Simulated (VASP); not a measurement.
## TiPb: single point with PBEsol

The system is TiPb.

```
Ti Pb
1.0
     3.36740    0.00000    0.00000
     0.00000    3.36740    0.00000
     0.00000    0.00000    3.36740
Ti Pb
1 1
Direct
  0.00000 0.00000 0.00000
  0.50000 0.50000 0.50000
```

The cell comes from a database or a generator and needn't be the stable form of this composition.

```yaml
Program: VASP 6.6.1
Task: single point
Functional: PBEsol
Potentials_or_basis: VASP PAW PBE potentials, release 64 (Ti_sv, Pb_d)
Cutoff: 520 eV
k_mesh: 12 × 12 × 12
Occupations: fermi-dirac, width 0.15 eV
Spin: no spin polarisation
Dipole_correction: no
Further_INCAR_settings: ALGO = Normal; EDIFF = 1e-07; NBANDS = 20
```

The pressure is 7.6 GPa and the band gap on the k mesh is none (metal or under the smearing width).

Levels at points of the mesh, in eV from the Fermi level:
```csv
k point,band 10,band 11,band 12,band 13,band 14,band 15,band 16,band 17
"(0.00, 0.00, 0.00)",-12.16,-0.81,-0.81,1.61,1.61,1.61,2.56,2.56
"(0.50, 0.00, 0.00)",-9.72,-5.98,-0.74,-0.38,-0.38,1.49,2.36,7.85
"(0.50, 0.50, 0.00)",-8.37,-3.39,-3.39,-0.85,0.96,0.96,2.27,2.58
"(0.50, 0.50, 0.50)",-5.71,-3.68,-3.68,-3.68,2.33,2.33,3.50,3.50
```

Wall time 27 s on 1 thread of Intel(R) Xeon(R) 6975P-C (Granite Rapids), with other jobs on the host, peak memory 0.2 GiB.

Caveat: the PAW data sets were made with another functional, which shifts forces and pressure a little. Spin-orbit coupling is left out, which matters for the levels of Pb.
